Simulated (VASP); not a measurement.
```
CELL_PARAMETERS angstrom
      0.00000     3.16000     3.16000
      3.16000     0.00000     3.16000
      3.16000     3.16000     0.00000
ATOMIC_POSITIONS crystal
  Sn 0.00000 0.00000 0.00000
  Te 0.50000 0.50000 0.50000
```

Calculation: PBE GGA, VASP's PBE PAW potentials (set 64) (plane waves; VASP). Run with 400 eV cut-off, 6×6×6 Γ-centred mesh, Gaussian smearing of 0.050 eV, potentials Sn_d Te.

Task: Give the stress tensor in GPa (positive for a compressed cell).

Result: 
```
1.74  0.00  0.00
0.00  1.74  0.00
0.00  0.00  1.74
```
The pressure is its mean diagonal, 1.74 GPa.

The compound is SnTe in the rock salt structure, which distorts at low temperature. The cell was not relaxed at this level.
